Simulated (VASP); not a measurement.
Method: PBEsol GGA, VASP's PBE PAW potentials (set 64) (plane waves; VASP).

VASP input:

### INCAR
```
! general
SYSTEM  = Sr(210) slab
PREC    = Normal
ENCUT   = 400   ! plane-wave cut-off (eV)
LREAL   = .FALSE.
LASPH   = .TRUE.   ! aspherical one-centre terms

! electronic loop
EDIFF   = 1E-6   ! SCF stop (eV)
NELM    = 100   ! most electronic steps
NELMIN  = 4
ALGO    = Normal
LMAXMIX = 4   ! l cut-off of mixed one-centre charges

! smearing
ISMEAR  = 1   ! Methfessel-Paxton
SIGMA   = 0.1   ! width (eV)

! functional
GGA     = PS

! output
LWAVE   = .FALSE.
LCHARG  = .FALSE.
LORBIT  = 11
LVHAR   = .TRUE.

! other
LDIPOL  = .TRUE.
IDIPOL  = 3
DIPOL   = 0.5 0.5 0.5
```

File KPOINTS:
```
Automatic mesh
0
Gamma
5 5 1
0 0 0
```

### POSCAR
```
Sr(210) slab
1
    7.2401965872     0.0000000000     0.0000000000
    4.8267974007     5.3965235388     0.0000000000
    0.0000000000     0.0000000000    25.1595127203
Sr
8
Direct
  0.4472921585   0.4472921585   0.3156834701
  0.7489996628   0.7489996628   0.3707141130
  0.0504160442   0.0504160442   0.4201015539
  0.3519078303   0.3519078303   0.4725174841
  0.6480921697   0.6480921697   0.5274825159
  0.9495839558   0.9495839558   0.5798984461
  0.2510003372   0.2510003372   0.6292858870
  0.5527078415   0.5527078415   0.6843165299
```

POTCAR, in this order: Sr_sv (PBE.64 set). Program: vasp_std. Read from the step before: WAVECAR.

The resulting files:

### OSZICAR
```
       N       E                     dE             d eps       ncg     rms          rms(c)
DAV:   1    -0.124226675509E+02   -0.12423E+02   -0.81460E-05  1248   0.301E-02    0.429E-02
DAV:   2    -0.124226553848E+02    0.12166E-04   -0.70441E-05  1008   0.226E-02    0.263E-02
DAV:   3    -0.124226534557E+02    0.19290E-05   -0.78405E-06   792   0.739E-03    0.907E-03
DAV:   4    -0.124226532588E+02    0.19692E-06   -0.11458E-06   728   0.305E-03
   1 F= -.12422653E+02 E0= -.12419100E+02  d E =-.106586E-01
```

### OUTCAR
```
------------------------ aborting loop because EDIFF is reached ----------------------------------------
  FORCE on cell =-STRESS in cart. coord.  units (eV):
  Direction    XX          YY          ZZ          XY          YZ          ZX
  --------------------------------------------------------------------------------------
  Total       -0.6964401     -1.4464147     -0.0439055      0.4192488      0.1269806      0.2839374
  in kB       -1.1350832     -2.3574189     -0.0715588      0.6833067      0.2069576      0.4627714
  external PRESSURE =      -1.1880203 kB  Pullay stress =       0.0000000 kB
  volume of cell :      983.03
      direct lattice vectors                 reciprocal lattice vectors
     7.240196587  0.000000000  0.000000000     0.138117797 -0.123536313  0.000000000
     4.826797401  5.396523539  0.000000000     0.000000000  0.185304482  0.000000000
     0.000000000  0.000000000 25.159512720     0.000000000  0.000000000  0.039746398
 POSITION                                       TOTAL-FORCE (eV/Angst)
 -----------------------------------------------------------------------------------
      5.39747      2.41382      7.94244        -0.020879     -0.009338     -0.011561
      9.03817      4.04199      9.32699        -0.016990     -0.007598      0.003330
      0.60837      0.27207     10.56955         0.006024      0.002694      0.015091
      4.24647      1.89908     11.88831        -0.003716     -0.001662      0.013412
      7.82052      3.49744     13.27120         0.003716      0.001662     -0.013412
     11.45862      5.12445     14.58996        -0.006024     -0.002694     -0.015091
      3.02882      1.35453     15.83253         0.016990      0.007598     -0.003330
      6.66952      2.98270     17.21707         0.020879      0.009338      0.011561
 -----------------------------------------------------------------------------------
    total drift:                                0.000000     -0.000000      0.000000
  FREE ENERGIE OF THE ION-ELECTRON SYSTEM (eV)
  ---------------------------------------------------
  free  energy   TOTEN  =       -12.4226532588 eV

  energy  without entropy=      -12.4119946758  energy(sigma->0) =      -12.41910040

 total charge

# of ion       s       p       d       tot
------------------------------------------
    1        2.087   5.654   0.097   7.837
    2        2.072   5.674   0.126   7.872
    3        2.067   5.677   0.141   7.886
    4        2.066   5.681   0.147   7.894
    5        2.066   5.681   0.147   7.894
    6        2.067   5.677   0.141   7.886
    7        2.072   5.674   0.126   7.872
    8        2.087   5.654   0.097   7.837
--------------------------------------------------
tot         16.585  45.370   1.021  62.976
```
(Selected blocks of OUTCAR.)

The cell is a thin slab with vacuum, built from Sr (fcc): (210) face.
